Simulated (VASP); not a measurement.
WC (Qusongite):

```xyz
2
Lattice="2.9065 0.0000 0.0000 -1.4532 2.5171 0.0000 0.0000 0.0000 2.8366" Properties=species:S:1:pos:R:3 pbc="T T T"
W     0.0000    0.0000    0.0000
C     1.4533    0.8390    1.4183
```

* Program: VASP 6.6.1
* Task: relaxation of cell and atoms
* Functional: LDA
* Potentials or basis: VASP PAW LDA potentials, release 64 (W_sv, C)
* Cutoff: 600 eV
* k mesh: 15 × 15 × 13
* Occupations: methfessel-paxton, width 0.1 eV
* Spin: no spin polarisation

At the start: pressure -7.5 GPa; volume 10.38 Å³/atom.

Problem. Where does the relaxation end?

Solution. Over 7 steps the energy falls by 4.5 meV/atom and the volume is 10.18 Å³/atom (-1.8 %); space group P-6m2 (No. 187, to 0.05 Å).

The path:
```
step  energy change (eV)  largest force (eV/Å)  pressure (GPa)  volume (Å³)
   1              0.0000                0.0000           -7.49        20.75
   2              0.0712                0.0000           25.26        19.33
   3             -0.0090                0.0000           -0.19        20.39
   4             -0.0090                0.0000           -0.08        20.38
   5             -0.0090                0.0000            0.08        20.37
   6             -0.0090                0.0000            0.17        20.37
   7             -0.0090                0.0000            0.13        20.37
```

Final structure:
```yaml
crystal:
  lattice:
    - [2.88925, 0.00000, 0.00000]
    - [-1.44463, 2.50217, 0.00000]
    - [0.00000, 0.00000, 2.81752]
  atoms:
    - { symbol: W, position: [0.00000, 0.00000, 0.00000] }
    - { symbol: C, position: [0.66667, 0.33333, 0.50000] }
```
